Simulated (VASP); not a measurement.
OSZICAR of a VASP run on LiF (rock salt):

OSZICAR:
```
       N       E                     dE             d eps       ncg     rms          rms(c)
DAV:   1     0.292473772569E+02    0.29247E+02   -0.55451E+03  1608   0.112E+03
DAV:   2    -0.903242493919E+01   -0.38280E+02   -0.37871E+02  1661   0.203E+02
DAV:   3    -0.998159867877E+01   -0.94917E+00   -0.94674E+00  1964   0.303E+01
DAV:   4    -0.999382726932E+01   -0.12229E-01   -0.12218E-01  2038   0.339E+00
DAV:   5    -0.999388657241E+01   -0.59303E-04   -0.59303E-04  1948   0.165E-01    0.408E+00
DAV:   6    -0.957864125641E+01    0.41525E+00   -0.22204E+00  1557   0.117E+01    0.144E+00
DAV:   7    -0.958175671294E+01   -0.31155E-02   -0.18509E-02  2029   0.157E+00    0.862E-01
DAV:   8    -0.958896829817E+01   -0.72116E-02   -0.18420E-02  2028   0.178E+00    0.105E-01
DAV:   9    -0.958912895519E+01   -0.16066E-03   -0.14186E-03  1627   0.417E-01    0.476E-02
DAV:  10    -0.958919122337E+01   -0.62268E-04   -0.21903E-04  1677   0.138E-01    0.756E-03
DAV:  11    -0.958919364030E+01   -0.24169E-05   -0.57598E-06  2046   0.301E-02    0.364E-03
DAV:  12    -0.958919366091E+01   -0.20605E-07   -0.14642E-06  1643   0.139E-02    0.108E-03
DAV:  13    -0.958919366044E+01    0.46498E-09   -0.93195E-08  1246   0.287E-03
   1 F= -.95891937E+01 E0= -.95891937E+01  d E =0.000000E+00
```

Q: Which electronic solver shows in the log?

A: It is blocked Davidson (ALGO = Normal, or the opening steps of other solvers). The INCAR had ALGO = Normal.

Q: Can the final energy be trusted as converged?

A: The calculation finished and met its thresholds. It stopped with EDIFF = 1E-7, NELM = 100 (AM05 GGA, plane waves, VASP's PBE PAW potentials (set 64)).

The compound is LiF in the rock salt structure. It was relaxed first.
